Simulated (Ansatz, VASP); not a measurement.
# Al3In: VASP beside Ansatz

Wanted: the spread between two codes on one cell, functional and k mesh. The cell is generated by rule, not measured, and may not be a known phase. The cell is taken from a series of runs on this material, whose earlier steps may have relaxed, scaled, displaced or heated it; both programs get it as it stands.

Method: plane waves, with VASP 6.6.1 beside it; zone-centre phonons at LDA, in Ansatz 0.2.0.

The structure was built from a prototype and need not be the compound's stable phase.

**1. Starting point**

The structure is cubic, space group Fm-3m (No. 225). Conventional cell: a = 6.636 Å, b = 6.636 Å, c = 6.636 Å, α = 90.00°, β = 90.00°, γ = 90.00°. In has 8 Al at 2.87 Å nearest. Nearest to Al lie 8 Al at 2.87 Å. Nearest to Al lie 4 Al at 2.87 Å and 4 In at 2.87 Å. Farther neighbours are not listed.

**2. VASP: zone-centre phonons, LDA**

Second derivatives magnify differences that forces hide, and they need a tight electronic threshold.

Lines of VASP's logs that name or quote its potential files are left out, and so is its time.

INCAR

```
SYSTEM = Al3In
PREC = Accurate
ENCUT = 500
EDIFF = 1E-08
NELM = 120
ISMEAR = 0
SIGMA = 0.27211
LREAL = .FALSE.
ALGO = Normal
GGA = CA
NBANDS = 17
LORBIT = 11
LWAVE = .FALSE.
LCHARG = .FALSE.
ISIF = 2
IBRION = 8
LASPH = .TRUE.
GGA_COMPAT = .FALSE.
KPAR = 2
```

POSCAR

```
Al3In
1.0
   -3.3180293563      0.0000000000      3.3180293563
    0.0000000000      3.3180293563      3.3180293563
   -3.3180293563      3.3180293563      0.0000000000
In Al
1 3
Direct
    0.0000000000      0.0000000000      0.0000000000
    0.5000000000      0.5000000000      0.5000000000
    0.7500000000      0.7500000000      0.7500000000
    0.2500000000      0.2500000000      0.2500000000
```

KPOINTS

```
Automatic mesh
0
Gamma
8 8 8
0 0 0
```

Potentials, in the order of the species: In_d and Al (LDA family, release 64).

On the command line:

```console
> mpirun -np 2 vasp_std
```

Output:

```text
[banner, memory and clock lines left out]
running    2 mpi-ranks, on    1 nodes
 distrk:  each k-point on    1 cores,    2 groups
 distr:  one band on    1 cores,    1 groups

 POSCAR found type information on POSCAR InAl
 POSCAR found :  2 types and       4 ions
 LDA part: xc-table for (Slater(with rela. corr.)+CA(PZ))
 , standard interpolation
 POSCAR, INCAR and KPOINTS ok, starting setup
 FFT: planning ... GRIDC
 FFT: planning ... GRID_SOFT
 FFT: planning ... GRID
 WAVECAR not read
 entering main loop
       N       E                     dE             d eps       ncg     rms          rms(c)
DAV:   1     0.104035675374E+03    0.10404E+03   -0.92452E+03  1002   0.125E+03
DAV:   2    -0.903250208381E+01   -0.11307E+03   -0.11032E+03  1053   0.280E+02
DAV:   3    -0.150303994114E+02   -0.59979E+01   -0.58565E+01  1328   0.647E+01
DAV:   4    -0.151900915297E+02   -0.15969E+00   -0.15861E+00  1298   0.992E+00
DAV:   5    -0.151945986779E+02   -0.45071E-02   -0.45064E-02  1429   0.150E+00    0.502E+00
DAV:   6    -0.150558705039E+02    0.13873E+00   -0.21214E-01  1299   0.832E+00    0.263E+00
DAV:   7    -0.150128397890E+02    0.43031E-01   -0.56011E-02  1313   0.333E+00    0.447E-01
DAV:   8    -0.150092473238E+02    0.35925E-02   -0.42854E-03  1289   0.926E-01    0.272E-01
DAV:   9    -0.150082907242E+02    0.95660E-03   -0.50815E-04  1133   0.177E-01    0.844E-02
DAV:  10    -0.150082897497E+02    0.97449E-06   -0.15533E-05  1542   0.384E-02    0.171E-02
DAV:  11    -0.150082895039E+02    0.24579E-06   -0.40231E-07  1188   0.481E-03    0.714E-03
DAV:  12    -0.150082894678E+02    0.36104E-07   -0.84931E-08  1334   0.222E-03    0.150E-03
DAV:  13    -0.150082894670E+02    0.81536E-09   -0.63691E-09   669   0.109E-03
   1 F= -.15008289E+02 E0= -.14974727E+02  d E =-.671242E-01
 Linear response reoptimize wavefunctions to high precision
DAV:   1    -0.150082894665E+02    0.53819E-09   -0.17041E-09   817   0.286E-04
DAV:   2    -0.150082894665E+02    0.23419E-10   -0.16666E-10   596   0.152E-04
 Linear response DOF=           3
 Linear response progress:
  Degree of freedom:   1/  3
       N       E                     dE             d eps       ncg     rms          rms(c)
RMM:   1    -0.238818518620E+00   -0.23882E+00   -0.79220E-02  2714   0.458E+00
RMM:   2    -0.240583531488E+00   -0.17650E-02   -0.89451E-03  3287   0.786E-01    0.630E-02
RMM:   3    -0.240645230291E+00   -0.61699E-04   -0.84672E-04  3647   0.232E-01    0.376E-02
RMM:   4    -0.240646168913E+00   -0.93862E-06   -0.97790E-05  3675   0.761E-02    0.632E-03
RMM:   5    -0.240650618725E+00   -0.44498E-05   -0.22256E-05  3942   0.334E-02    0.342E-03
RMM:   6    -0.240642279057E+00    0.83397E-05   -0.47473E-06  3807   0.107E-02    0.109E-03
RMM:   7    -0.240639942857E+00    0.23362E-05   -0.13416E-06  3968   0.427E-03    0.330E-04
RMM:   8    -0.240638934215E+00    0.10086E-05   -0.40960E-07  3914   0.178E-03    0.141E-04
RMM:   9    -0.240637879353E+00    0.10549E-05   -0.15780E-07  4026   0.908E-04    0.740E-05
RMM:  10    -0.240638080885E+00   -0.20153E-06    0.77572E-08  4040   0.522E-04    0.287E-05
RMM:  11    -0.240637953340E+00    0.12754E-06    0.86600E-08  4156   0.340E-04    0.102E-05
RMM:  12    -0.240637940006E+00    0.13334E-07   -0.24263E-07  4035   0.240E-04    0.296E-06
RMM:  13    -0.240637923912E+00    0.16094E-07    0.81079E-09  4022   0.198E-04    0.327E-06
RMM:  14    -0.240637916803E+00    0.71091E-08   -0.61257E-08  3785   0.176E-04    0.300E-06
 first order change of Fermi-energy  -0.49251E-05
 force on displaced ion       1 direction 1 :  -4.542   0.000   0.000
 Linear response progress:
  Degree of freedom:   2/  3
       N       E                     dE             d eps       ncg     rms          rms(c)
RMM:   1    -0.929195286590E-02   -0.92920E-02    0.79108E-03  4324   0.524E-01
RMM:   2    -0.756647469893E-02    0.17255E-02   -0.61934E-04  3699   0.166E-01    0.491E-02
RMM:   3    -0.758697531921E-02   -0.20501E-04   -0.17537E-04  3498   0.785E-02    0.244E-02
RMM:   4    -0.766791424180E-02   -0.80939E-04   -0.73159E-05  3740   0.427E-02    0.753E-03
RMM:   5    -0.766854659339E-02   -0.63235E-06   -0.50877E-06  3791   0.157E-02    0.196E-03
RMM:   6    -0.767127747729E-02   -0.27309E-05   -0.43754E-07  3821   0.495E-03    0.146E-03
RMM:   7    -0.767128810114E-02   -0.10624E-07   -0.48042E-08  3946   0.189E-03    0.412E-04
RMM:   8    -0.767210961819E-02   -0.82152E-06   -0.21611E-07  3809   0.800E-04    0.230E-04
RMM:   9    -0.767212818838E-02   -0.18570E-07    0.21150E-07  4119   0.301E-04    0.455E-05
RMM:  10    -0.767214508038E-02   -0.16892E-07    0.40213E-07  4018   0.119E-04    0.551E-05
RMM:  11    -0.767214599148E-02   -0.91109E-09    0.26840E-09  4106   0.631E-05    0.463E-06
 first order change of Fermi-energy   0.14964E-05
 force on displaced ion       2 direction 1 :  -2.683   0.000   0.000
 Linear response progress:
  Degree of freedom:   3/  3
       N       E                     dE             d eps       ncg     rms          rms(c)
RMM:   1    -0.896738492370E-02   -0.89674E-02    0.92981E-03  7330   0.720E-01
RMM:   2    -0.749607840651E-02    0.14713E-02   -0.86723E-04  5752   0.253E-01    0.490E-02
RMM:   3    -0.751509223944E-02   -0.19014E-04   -0.23232E-04  5801   0.972E-02    0.247E-02
RMM:   4    -0.757531284779E-02   -0.60221E-04   -0.74310E-05  6210   0.485E-02    0.783E-03
RMM:   5    -0.757493514883E-02    0.37770E-06   -0.23764E-06  5938   0.154E-02    0.222E-03
RMM:   6    -0.757757999548E-02   -0.26448E-05   -0.32422E-07  6218   0.581E-03    0.144E-03
RMM:   7    -0.757788931184E-02   -0.30932E-06   -0.48107E-07  6543   0.201E-03    0.264E-04
RMM:   8    -0.757834537218E-02   -0.45606E-06   -0.41140E-08  6557   0.848E-04    0.255E-04
RMM:   9    -0.757830419746E-02    0.41175E-07   -0.73023E-08  6833   0.296E-04    0.205E-04
RMM:  10    -0.757827782555E-02    0.26372E-07   -0.62027E-08  6804   0.128E-04    0.897E-05
RMM:  11    -0.757824014730E-02    0.37678E-07   -0.47595E-08  6620   0.705E-05    0.193E-05
RMM:  12    -0.757823852953E-02    0.16178E-08   -0.16595E-08  6839   0.489E-05    0.340E-06
 first order change of Fermi-energy   0.80128E-05
 force on displaced ion       3 direction 1 :  -2.822   0.000   0.000
 Linear response finished
```

From OUTCAR (step 2):

```text
ion  position               nearest neighbor table
   1  0.000  0.000  0.000-   3 2.87   3 2.87   3 2.87   3 2.87   4 2.87   4 2.87   4 2.87   4 2.87
                             2 3.32   2 3.32   2 3.32   2 3.32   2 3.32   2 3.32
   2  0.500  0.500  0.500-   4 2.87   4 2.87   4 2.87   3 2.87   4 2.87   3 2.87   3 2.87   3 2.87
                             1 3.32   1 3.32   1 3.32   1 3.32   1 3.32   1 3.32
   3  0.750  0.750  0.750-   2 2.87   2 2.87   2 2.87   1 2.87   2 2.87   1 2.87   1 2.87   1 2.87
                             4 3.32   4 3.32   4 3.32   4 3.32   4 3.32   4 3.32
   4  0.250  0.250  0.250-   1 2.87   1 2.87   1 2.87   1 2.87   2 2.87   2 2.87   2 2.87   2 2.87
                             3 3.32   3 3.32   3 3.32   3 3.32   3 3.32   3 3.32

  LATTYP: Found a face centered cubic cell.
 ALAT       =     6.6360587126

 Subroutine GETGRP returns: Found 48 space group operations
 (whereof 48 operations were pure point group operations)

The static configuration has the point symmetry O_h .

 Found     29 irreducible k-points:

   k-points           NKPTS =     29   k-points in BZ     NKDIM =     29   number of bands    NBANDS=     17

   dimension x,y,z NGX =    36 NGY =   36 NGZ =   36
   dimension x,y,z NGXF=    72 NGYF=   72 NGZF=   72

   ENCUT  =  500.0 eV  36.75 Ry    6.06 a.u.   8.56  8.56  8.56*2*pi/ulx,y,z

   NELECT =      22.0000    total number of electrons

 k-points in reciprocal lattice and weights: Automatic mesh
   0.00000000  0.00000000  0.00000000       0.002
   0.12500000  0.00000000  0.00000000       0.016
   0.25000000  0.00000000  0.00000000       0.016
   0.37500000  0.00000000  0.00000000       0.016
   0.50000000  0.00000000  0.00000000       0.008
   0.12500000  0.12500000  0.00000000       0.012
   0.25000000  0.12500000  0.00000000       0.047
   0.37500000  0.12500000  0.00000000       0.047
   0.50000000  0.12500000  0.00000000       0.047
[...]
-0.37500000  0.50000000  0.12500000       0.023
  -0.25000000  0.50000000  0.25000000       0.012

 average (electrostatic) potential at core
       1 -92.6777       2 -70.6084       3 -70.7620       4 -70.7620

  Total        0.8202308      0.8202308      0.8202308      0.0000000     -0.0000000      0.0000000
  in kB       17.9877151     17.9877151     17.9877151      0.0000000     -0.0000000      0.0000000
  external PRESSURE =      17.9877151 kB  Pullay stress =       0.0000000 kB

  energy-cutoff  :      500.00
  volume of cell :       73.06
      direct lattice vectors                 reciprocal lattice vectors
    -3.318029356  0.000000000  3.318029356    -0.150691855 -0.150691855  0.150691855
     0.000000000  3.318029356  3.318029356     0.150691855  0.150691855  0.150691855
    -3.318029356  3.318029356  0.000000000    -0.150691855  0.150691855 -0.150691855

 POSITION                                       TOTAL-FORCE (eV/Angst)
 -----------------------------------------------------------------------------------
      0.00000      0.00000      0.00000         0.000000     -0.000000     -0.000000
     -3.31803      3.31803      3.31803         0.000000     -0.000000     -0.000000
     -4.97704      4.97704      4.97704        -0.000000      0.000000      0.000000
     -1.65901      1.65901      1.65901        -0.000000     -0.000000     -0.000000
 -----------------------------------------------------------------------------------
    total drift:                               -0.000000     -0.000000      0.000000

 Eigenvectors and eigenvalues of the dynamical matrix
 ----------------------------------------------------

   1 f  =    6.290696 THz    39.525607 2PiTHz  209.835025 cm-1    26.016216 meV
             X         Y         Z           dx          dy          dz
      0.000000  0.000000  0.000000     0.144810   -0.193761   -0.031020
     -3.318029  3.318029  3.318029     0.349457   -0.467588   -0.074857
     -4.977044  4.977044  4.977044    -0.323643    0.433048    0.069327
     -1.659015  1.659015  1.659015    -0.323643    0.433048    0.069327

   2 f  =    6.290696 THz    39.525607 2PiTHz  209.835025 cm-1    26.016216 meV
             X         Y         Z           dx          dy          dz
      0.000000  0.000000  0.000000    -0.018419    0.024960   -0.241895
     -3.318029  3.318029  3.318029    -0.044448    0.060234   -0.583745
     -4.977044  4.977044  4.977044     0.041165   -0.055785    0.540624
     -1.659015  1.659015  1.659015     0.041165   -0.055785    0.540624

   3 f  =    6.290696 THz    39.525607 2PiTHz  209.835025 cm-1    26.016216 meV
             X         Y         Z           dx          dy          dz
      0.000000  0.000000  0.000000    -0.195362   -0.145976   -0.000187
     -3.318029  3.318029  3.318029    -0.471451   -0.352272   -0.000452
     -4.977044  4.977044  4.977044     0.436626    0.326250    0.000419
     -1.659015  1.659015  1.659015     0.436626    0.326250    0.000419

   4 f  =    4.994621 THz    31.382127 2PiTHz  166.602614 cm-1    20.656082 meV
             X         Y         Z           dx          dy          dz
      0.000000  0.000000  0.000000    -0.000000    0.000000   -0.000000
     -3.318029  3.318029  3.318029     0.000000   -0.000000    0.000000
     -4.977044  4.977044  4.977044     0.061679   -0.034741   -0.703554
     -1.659015  1.659015  1.659015    -0.061679    0.034741    0.703554

   5 f  =    4.994621 THz    31.382127 2PiTHz  166.602614 cm-1    20.656082 meV
             X         Y         Z           dx          dy          dz
      0.000000  0.000000  0.000000    -0.000000   -0.000000   -0.000000
     -3.318029  3.318029  3.318029     0.000000   -0.000000    0.000000
     -4.977044  4.977044  4.977044    -0.344889   -0.617294    0.000246
     -1.659015  1.659015  1.659015     0.344889    0.617294   -0.000246

   6 f  =    4.994621 THz    31.382127 2PiTHz  166.602614 cm-1    20.656082 meV
             X         Y         Z           dx          dy          dz
      0.000000  0.000000  0.000000    -0.000000    0.000000    0.000000
     -3.318029  3.318029  3.318029     0.000000   -0.000000   -0.000000
     -4.977044  4.977044  4.977044     0.614204   -0.343135    0.070790
     -1.659015  1.659015  1.659015    -0.614204    0.343135   -0.070790

   7 f  =    4.535527 THz    28.497556 2PiTHz  151.288891 cm-1    18.757423 meV
             X         Y         Z           dx          dy          dz
      0.000000  0.000000  0.000000    -0.450186    0.389709   -0.032630
     -3.318029  3.318029  3.318029     0.541893   -0.469097    0.039277
     -4.977044  4.977044  4.977044     0.191842   -0.166071    0.013905
     -1.659015  1.659015  1.659015     0.191842   -0.166071    0.013905

   8 f  =    4.535527 THz    28.497556 2PiTHz  151.288891 cm-1    18.757423 meV
             X         Y         Z           dx          dy          dz
      0.000000  0.000000  0.000000    -0.385936   -0.450761   -0.058937
     -3.318029  3.318029  3.318029     0.464554    0.542585    0.070943
     -4.977044  4.977044  4.977044     0.164463    0.192087    0.025116
     -1.659015  1.659015  1.659015     0.164463    0.192087    0.025116

   9 f  =    4.535527 THz    28.497556 2PiTHz  151.288891 cm-1    18.757423 meV
             X         Y         Z           dx          dy          dz
      0.000000  0.000000  0.000000    -0.063181   -0.023376    0.592509
     -3.318029  3.318029  3.318029     0.076052    0.028138   -0.713209
     -4.977044  4.977044  4.977044     0.026924    0.009961   -0.252492
     -1.659015  1.659015  1.659015     0.026924    0.009961   -0.252492

  10 f/i=    0.007795 THz     0.048980 2PiTHz    0.260028 cm-1     0.032239 meV
             X         Y         Z           dx          dy          dz
      0.000000  0.000000  0.000000     0.037432    0.003051   -0.763878
     -3.318029  3.318029  3.318029     0.018208    0.001484   -0.371567
     -4.977044  4.977044  4.977044     0.018204    0.001484   -0.371495
     -1.659015  1.659015  1.659015     0.018204    0.001484   -0.371495

  11 f/i=    0.007795 THz     0.048980 2PiTHz    0.260028 cm-1     0.032239 meV
             X         Y         Z           dx          dy          dz
      0.000000  0.000000  0.000000    -0.437734   -0.626686   -0.023953
     -3.318029  3.318029  3.318029    -0.212924   -0.304834   -0.011651
     -4.977044  4.977044  4.977044    -0.212882   -0.304775   -0.011649
     -1.659015  1.659015  1.659015    -0.212882   -0.304775   -0.011649

  12 f/i=    0.007795 THz     0.048980 2PiTHz    0.260028 cm-1     0.032239 meV
             X         Y         Z           dx          dy          dz
      0.000000  0.000000  0.000000    -0.626025    0.438378   -0.028926
     -3.318029  3.318029  3.318029    -0.304513    0.213237   -0.014070
     -4.977044  4.977044  4.977044    -0.304454    0.213196   -0.014068
     -1.659015  1.659015  1.659015    -0.304454    0.213196   -0.014068

 ELASTIC MODULI CONTR FROM IONIC RELAXATION (kBar)
 Direction    XX          YY          ZZ          XY          YZ          ZX
 --------------------------------------------------------------------------------
 XX          -0.0000      0.0000     -0.0000     -0.0000     -0.0000      0.0000
 YY           0.0000     -0.0000      0.0000      0.0000      0.0000     -0.0000
 ZZ          -0.0000      0.0000     -0.0000     -0.0000     -0.0000      0.0000
 XY          -0.0000      0.0000     -0.0000    -58.2065     -0.0000      0.0000
 YZ          -0.0000      0.0000     -0.0000     -0.0000    -58.2065      0.0000
 ZX           0.0000     -0.0000      0.0000      0.0000      0.0000    -58.2065
 --------------------------------------------------------------------------------
```

(Part 1 of 2 ends here.)

[Lines on the potential files, build, host, timing and source positions are cut from VASP's logs without a mark.]

[Logs are printed without paths, hosts, clocks, repeated set-up lines and the standing remarks that a program may print on its own settings, such as how far it seeks lower states.]

[Hosts, paths, dates, database ids (printed as entryN), source tags and the programs' standing remarks are cut or masked in the printed files.]
